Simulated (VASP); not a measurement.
Given:

```yaml
crystal:
  lattice:
    - [0.00000, 2.16756, 2.16756]
    - [2.16756, 0.00000, 2.16756]
    - [2.16756, 2.16756, 0.00000]
  atoms:
    - { symbol: Pb, position: [0.00000, 0.00000, 0.00000] }
```

All values below come from LDA (Ceperley-Alder, Perdew-Zunger), VASP's LDA PAW potentials (set 64) (plane waves; VASP). Settings: 500 eV cut-off, 14×14×14 Γ-centred mesh, first-order Methfessel-Paxton smearing of 0.10 eV, potentials Pb_d.

Unless said otherwise, spin-orbit coupling is left out, though it shifts the bands of the heavy elements here.

Question: Predict the energy per atom (σ→0), pressure, band gap (on the k-mesh) with the smallest direct gap where there is one.

Answer: 
- band gap (on the k-mesh): none (metal, semimetal or under 0.01 eV)
- energy per atom (σ→0): -3.382 eV/atom
- pressure: 45.03 GPa

Total energies compare only between runs with the same potentials, cut-off and functional.

The compound is Pb in the fcc structure. It was relaxed first under an external pressure of 45 GPa.
